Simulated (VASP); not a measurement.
Level of theory: PBEsol GGA, VASP's PBE PAW potentials (set 64) (plane waves; VASP).

VASP input:

INCAR:
```
SYSTEM = Na
PREC = Accurate
ENCUT = 480
EDIFF = 1E-7
NELM = 100
ALGO = Normal
LREAL = .FALSE.
LASPH = .TRUE.
ISMEAR = 1
SIGMA = 0.1
GGA = PS
LWAVE = .FALSE.
LCHARG = .FALSE.
ISIF = 2
```

File POSCAR:
```
Na
1
   -2.1507881791     2.1507881791     2.0680655568
    2.1507881791    -2.1507881791     2.0680655568
    2.1507881791     2.1507881791    -2.0680655568
Na
1
Direct
  0.0000000000   0.0000000000   0.0000000000
```

File KPOINTS:
```
Automatic mesh
0
Gamma
12 12 12
0 0 0
```

POTCAR, in this order: Na_pv (PBE.64 set). Program: vasp_std.

The run wrote:

### OSZICAR
```
       N       E                     dE             d eps       ncg     rms          rms(c)
DAV:   1     0.197432993859E+02    0.19743E+02   -0.37876E+03  2296   0.780E+02
DAV:   2    -0.990208643886E+00   -0.20734E+02   -0.20708E+02  2366   0.137E+02
DAV:   3    -0.139411804915E+01   -0.40391E+00   -0.40391E+00  3115   0.275E+01
DAV:   4    -0.139709645282E+01   -0.29784E-02   -0.29784E-02  2737   0.198E+00
DAV:   5    -0.139713925606E+01   -0.42803E-04   -0.42803E-04  2989   0.208E-01    0.232E-01
DAV:   6    -0.139559387435E+01    0.15454E-02   -0.31150E-03  2604   0.109E+00    0.142E-01
DAV:   7    -0.139520741949E+01    0.38645E-03   -0.28556E-03  2394   0.927E-01    0.458E-02
DAV:   8    -0.139515339104E+01    0.54028E-04   -0.20915E-04  2527   0.349E-01    0.204E-03
DAV:   9    -0.139515370030E+01   -0.30926E-06   -0.87263E-07  2800   0.137E-02    0.113E-03
DAV:  10    -0.139515383046E+01   -0.13015E-06   -0.39874E-08  2219   0.166E-03    0.126E-04
DAV:  11    -0.139515382913E+01    0.13262E-08   -0.14857E-09  1379   0.742E-04
   1 F= -.13951538E+01 E0= -.13951822E+01  d E =0.852124E-04
```

### OUTCAR
```
------------------------ aborting loop because EDIFF is reached ----------------------------------------
  FORCE on cell =-STRESS in cart. coord.  units (eV):
  Direction    XX          YY          ZZ          XY          YZ          ZX
  --------------------------------------------------------------------------------------
  Total       -0.0868465     -0.0868465     -0.1300618      0.0000000     -0.0000000      0.0000000
  in kB       -3.6361639     -3.6361639     -5.4455379      0.0000000     -0.0000000      0.0000000
  external PRESSURE =      -4.2392885 kB  Pullay stress =       0.0000000 kB
  volume of cell :       38.27
      direct lattice vectors                 reciprocal lattice vectors
    -2.150788179  2.150788179  2.068065557     0.000000000  0.232472916  0.241771833
     2.150788179 -2.150788179  2.068065557     0.232472916  0.000000000  0.241771833
     2.150788179  2.150788179 -2.068065557     0.232472916  0.232472916  0.000000000
 POSITION                                       TOTAL-FORCE (eV/Angst)
 -----------------------------------------------------------------------------------
      0.00000      0.00000      0.00000        -0.000000     -0.000000     -0.000000
 -----------------------------------------------------------------------------------
    total drift:                                0.000000      0.000000      0.000000
  FREE ENERGIE OF THE ION-ELECTRON SYSTEM (eV)
  ---------------------------------------------------
  free  energy   TOTEN  =        -1.3951538291 eV

  energy  without entropy=       -1.3952390415  energy(sigma->0) =       -1.39518223
```
(Selected blocks of OUTCAR.)

The compound is Na in the bcc structure. This cell was strained or had an atom moved on purpose.
